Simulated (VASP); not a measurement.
Here is the system:

```yaml
crystal:
  lattice:
    - [0.00000, 2.40303, 2.40303]
    - [2.40303, 0.00000, 2.40303]
    - [2.40303, 2.40303, 0.00000]
  atoms:
    - { symbol: Na, position: [0.00000, 0.00000, 0.00000] }
    - { symbol: H, position: [0.50000, 0.50000, 0.50000] }
```

Level of theory: TPSS meta-GGA, VASP's PBE PAW potentials (set 64) (plane waves; VASP). Settings: 520 eV cut-off, 11×11×11 Γ-centred mesh, tetrahedra with Blöchl corrections, potentials Na_pv H.

Q: Give the energies of bands 4 to 7 at the high-symmetry points, in eV from the valence-band maximum.

A: 
```
band      Γ      X      U      L     W
----  -----  -----  -----  -----  ----
4     -3.62  -0.17  -0.11  -0.86  0.00
5     11.11   4.95   5.66   4.15  6.38
6     16.27  10.37   6.79  11.29  6.38
7     16.27  11.26  11.86  13.96  9.04
```

The gap is indirect, 4.15 eV, from the valence maximum at W to the conduction minimum at L.

The compound is NaH in the rock salt structure. It was relaxed first.
